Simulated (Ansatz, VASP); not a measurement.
# One calculation of BeTlCl3, two programs

INCAR

```
SYSTEM = BeTlCl3
ALGO = Fast
EDIFF = 1E-7
ENCUT = 520
GGA = PE
ISIF = 2
ISMEAR = 0
LASPH = .True.
LCHARG = .False.
LREAL = .False.
LWAVE = .False.
NBANDS = 26
NELM = 60
PREC = Accurate
SIGMA = 0.05
```

The input KPOINTS:

```
k-points
0
Gamma
  4 4 4
  0 0 0
```

The input POSCAR:

```
BeTlCl3
1.0
    4.7133979126      0.0000000000      0.0000000000
    0.0000000000      4.7133979126      0.0000000000
    0.0000000000      0.0000000000      4.7133979126
Tl Be Cl
1 1 3
Direct
    0.0000000000      0.0000000000      0.0000000000
    0.5000000000      0.5000000000      0.5000000000
    0.5000000000      0.5000000000      0.0000000000
    0.5000000000      0.0000000000      0.5000000000
    0.0000000000      0.5000000000      0.5000000000
```

Input for Ansatz:

```yaml
crystal:
  lattice:
    - [4.7133979126, 0.0, 0.0]
    - [0.0, 4.7133979126, 0.0]
    - [0.0, 0.0, 4.7133979126]
  atoms:
    - { symbol: Tl, position: [0.0, 0.0, 0.0] }
    - { symbol: Be, position: [0.5, 0.5, 0.5] }
    - { symbol: Cl, position: [0.5, 0.5, 0.0] }
    - { symbol: Cl, position: [0.5, 0.0, 0.5] }
    - { symbol: Cl, position: [0.0, 0.5, 0.5] }
basis:
  ecutwfc: 420
kpoints:
  mp_grid: { grid: [4, 4, 4] }
hamiltonian:
  xc: pbe
scf:
  occupations: { method: gaussian, width: 0.05 }
output:
  forces: true
  stress: true
  eigenvalues: true
```

The cell comes from a database or a generator and needn't be the stable form of this composition.

Alike in both runs: task single point; functional PBE; k mesh 4 × 4 × 4; occupations gaussian, width 0.05 eV; no spin polarisation.

|  | VASP | Ansatz |
| --- | --- | --- |
| version | VASP 6.6.1 | Ansatz 0.2.0 |
| potentials or method | VASP PAW PBE potentials, release 64 (Tl_d, Be, Cl) | scalar-relativistic, plane waves, PAW |
| plane-wave cutoff (eV) | 520 | 420 |
| valence electrons in the cell | 36 | 36 |

```csv
,VASP,Ansatz,Ansatz less VASP
gap on the k mesh at the Fermi level (eV),2.39,2.37,-0.025
least direct gap on the mesh (eV),3.30,3.28,-0.015
pressure (GPa),-0.2,-0.1,+0.10
```

Caveats: spin-orbit coupling is left out, which as a rule narrows the gap of such compounds by several tenths of an eV. A k mesh can miss the band edges. As with any semilocal functional, this PBE gap is likely too small.
